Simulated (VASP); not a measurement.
Output of a VASP run:

File OSZICAR:
```
       N       E                     dE             d eps       ncg     rms          rms(c)
DAV:   1     0.713763385372E+02    0.71376E+02   -0.64119E+03   624   0.940E+02
DAV:   2    -0.788430933474E+01   -0.79261E+02   -0.75425E+02   815   0.164E+02
DAV:   3    -0.125232237264E+02   -0.46389E+01   -0.45982E+01   759   0.459E+01
DAV:   4    -0.125610796297E+02   -0.37856E-01   -0.37829E-01   724   0.490E+00
DAV:   5    -0.125613687308E+02   -0.28910E-03   -0.28909E-03   749   0.408E-01    0.761E+00
DAV:   6    -0.124973708209E+02    0.63998E-01   -0.33393E-02   664   0.130E+00    0.465E+00
DAV:   7    -0.124738439572E+02    0.23527E-01   -0.63304E-02   669   0.173E+00    0.188E-01
DAV:   8    -0.124729264665E+02    0.91749E-03   -0.92093E-03   634   0.687E-01    0.114E-01
DAV:   9    -0.124729568242E+02   -0.30358E-04   -0.26459E-04   779   0.129E-01    0.296E-02
DAV:  10    -0.124729471089E+02    0.97153E-05   -0.34967E-05   724   0.440E-02    0.711E-03
DAV:  11    -0.124729475614E+02   -0.45253E-06   -0.75067E-06   719   0.175E-02    0.387E-03
DAV:  12    -0.124729471704E+02    0.39101E-06   -0.91915E-07   649   0.673E-03    0.129E-03
DAV:  13    -0.124729470666E+02    0.10381E-06   -0.20156E-07   734   0.283E-03    0.327E-04
DAV:  14    -0.124729470094E+02    0.57167E-07   -0.33010E-08   619   0.121E-03    0.193E-04
DAV:  15    -0.124729469996E+02    0.98383E-08   -0.30755E-09   327   0.381E-04
   1 F= -.12472947E+02 E0= -.12472947E+02  d E =-.124729E+02
       N       E                     dE             d eps       ncg     rms          rms(c)
DAV:   1    -0.124729591722E+02   -0.12163E-04   -0.79812E-04   624   0.177E-01    0.136E-02
DAV:   2    -0.124729625773E+02   -0.34051E-05   -0.39448E-05   744   0.421E-02    0.216E-03
DAV:   3    -0.124729625151E+02    0.62125E-07   -0.26725E-07   664   0.437E-03    0.124E-03
DAV:   4    -0.124729624912E+02    0.23921E-07   -0.66810E-08   714   0.173E-03    0.455E-04
DAV:   5    -0.124729624877E+02    0.34713E-08   -0.51990E-09   317   0.531E-04
   2 F= -.12472962E+02 E0= -.12472962E+02  d E =-.154882E-04
       N       E                     dE             d eps       ncg     rms          rms(c)
DAV:   1    -0.124729641325E+02   -0.16413E-05   -0.12238E-03   624   0.219E-01    0.170E-02
DAV:   2    -0.124729693596E+02   -0.52271E-05   -0.60403E-05   744   0.521E-02    0.270E-03
DAV:   3    -0.124729692710E+02    0.88661E-07   -0.40916E-07   664   0.542E-03    0.154E-03
DAV:   4    -0.124729692433E+02    0.27657E-07   -0.10212E-07   724   0.214E-03    0.566E-04
DAV:   5    -0.124729692430E+02    0.33117E-09   -0.79764E-09   343   0.658E-04
   3 F= -.12472969E+02 E0= -.12472969E+02  d E =-.675523E-05
```

OUTCAR:
```
------------------------ aborting loop because EDIFF is reached ----------------------------------------
  FORCE on cell =-STRESS in cart. coord.  units (eV):
  Direction    XX          YY          ZZ          XY          YZ          ZX
  --------------------------------------------------------------------------------------
  Total       -0.0572161     -0.0572161     -0.0389089      0.0000000      0.0000000     -0.0000000
  in kB       -1.3193784     -1.3193786     -0.8972217      0.0000000      0.0000000     -0.0000000
  external PRESSURE =      -1.1786596 kB  Pullay stress =       0.0000000 kB
  volume of cell :       69.48
      direct lattice vectors                 reciprocal lattice vectors
     3.959372441  0.000000000  0.000000000     0.252565278  0.145818619  0.000000000
    -1.979686221  3.428917405  0.000000000     0.000000000  0.291637238  0.000000000
     0.000000000  0.000000000  5.117717209     0.000000000  0.000000000  0.195399620
 POSITION                                       TOTAL-FORCE (eV/Angst)
 -----------------------------------------------------------------------------------
      1.01049      0.00000      1.70590         0.000030      0.000000     -0.000000
     -0.50525      0.87511      3.41181        -0.000015      0.000026      0.000000
      1.47444      2.55381     -0.00000        -0.000015     -0.000026      0.000000
 -----------------------------------------------------------------------------------
    total drift:                                0.000267     -0.000425      0.000013
  FREE ENERGIE OF THE ION-ELECTRON SYSTEM (eV)
  ---------------------------------------------------
  free  energy   TOTEN  =       -12.4729692430 eV

  energy  without entropy=      -12.4729690845  energy(sigma->0) =      -12.47296916

 reached required accuracy - stopping structural energy minimisation
```
(Selected blocks of OUTCAR.)

POSCAR:
```
Se
1
    3.9593724411     0.0000000000    -0.0000000000
   -1.9796862206     3.4289174051     0.0000000000
   -0.0000000000     0.0000000000     5.1177172092
Se
3
Direct
  0.2548932198   0.0000000000   0.3333330000
  1.0000000000   0.2548932198   0.6666670000
  0.7451067802   0.7451067802   0.0000000000
```

### Question
Reconstruct the remaining input files.

### Answer
This is not unique; one that fits is the input of the run itself, LDA (Ceperley-Alder, Perdew-Zunger), plane waves, VASP's LDA PAW potentials (set 64).

**KPOINTS**
```
Regular mesh
0
G
  6 6 4
0 0 0
```

INCAR:
```
SYSTEM = Se
PREC = Accurate; ENCUT = 400; LREAL = .False.
LASPH = .True.
EDIFF = 1E-8; NELM = 100; ALGO = Normal
LMAXMIX = 4
ISMEAR = 0; SIGMA = 0.05
IBRION = 1; NSW = 30; ISIF = 2
EDIFFG = -0.001
LWAVE = .False.; LCHARG = .False.
```

POTCAR, in this order: Se (LDA.64 set). Program: vasp_std.

The structure comes from a computed database's Se entry (P3_121); how it stands against other phases isn't given here. This run relaxes the ions in a fixed cell. Symmetry was kept, so distortions that lower it aren't found. The start is the result of an earlier pass.
